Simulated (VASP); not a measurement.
A VASP calculation is set up with these files.

### KPOINTS
```
Automatic mesh
0
Gamma
6 6 2
0 0 0
```

### INCAR
```
SYSTEM=BeCd3Te4
PREC=Accurate; ENCUT=400; LREAL=.FALSE.
LASPH=.TRUE.
EDIFF=1E-6; NELM=100; ALGO=Normal
LMAXMIX=4
ISMEAR=0; SIGMA=0.05
GGA=PS
IBRION=2; NSW=60; ISIF=3
EDIFFG=-0.02
LWAVE=.FALSE.; LCHARG=.FALSE.
```

File POSCAR:
```
BeCd3Te4
1
    0.0000000000     3.1358953772     3.1358953772
    3.1358953772     0.0000000000     3.1358953772
   12.6385957034    12.6385957034    -0.0950141946
Cd Te Be
3 4 1
Direct
  0.0213877493   0.0213877493   0.9839591881
  0.0022240386   0.0022240386   0.2483319711
  0.9843247013   0.9843247013   0.5117564741
  0.2560266719   0.2560266719   0.0579799961
  0.2377166375   0.2377166375   0.3217125219
  0.2208328633   0.2208328633   0.5843753525
  0.2763978510   0.2763978510   0.7927016118
  0.0010894872   0.0010894872   0.7491828846
```

POTCAR, in this order: Cd Te Be (PBE.64 set). Program: vasp_std.

### Question
Translate this PBEsol calculation to Quantum ESPRESSO's pw.x.

### Answer
One equivalent input (not run):
```
&CONTROL
  calculation = 'vc-relax'
  pseudo_dir = './pseudo'
  outdir = './out'
  tprnfor = .true.
  tstress = .true.
  nstep = 60
  forc_conv_thr = 0.00078
/
&SYSTEM
  ibrav = 0
  nat = 8
  ntyp = 3
  ecutwfc = 102
  occupations = 'smearing'
  smearing = 'gaussian'
  degauss = 0.003675
  input_dft = 'pbesol'
/
&ELECTRONS
  conv_thr = 7.3e-08
  electron_maxstep = 100
/
&IONS
/
&CELL
/
ATOMIC_SPECIES
  Cd 112.414 Cd.upf
  Te 127.600 Te.upf
  Be 9.012 Be.upf
CELL_PARAMETERS angstrom
     0.0000000    3.1358954    3.1358954
     3.1358954    0.0000000    3.1358954
    12.6385957   12.6385957   -0.0950142
ATOMIC_POSITIONS crystal
  Cd   0.0213877  0.0213877  0.9839592
  Cd   0.0022240  0.0022240  0.2483320
  Cd   0.9843247  0.9843247  0.5117565
  Te   0.2560267  0.2560267  0.0579800
  Te   0.2377166  0.2377166  0.3217125
  Te   0.2208329  0.2208329  0.5843754
  Te   0.2763979  0.2763979  0.7927016
  Be   0.0010895  0.0010895  0.7491829
K_POINTS automatic
  6 6 2 0 0 0
```
Limits of the translation: the potentials are each code's own (VASP's PAW set, PseudoDojo norm-conserving files in pw.x), so ENCUT and ecutwfc are chosen apart and not converted; conv_thr bounds pw.x's estimated SCF error, while EDIFF bounds the energy change between steps; forc_conv_thr acts on force components and is met together with etot_conv_thr.

The structure was generated: BeCd3Te4 was put into an ordered model structure (R3m), which need not be its known phase. This run relaxes it. Symmetry was kept, so distortions that lower it aren't found. The start is the result of an earlier pass.
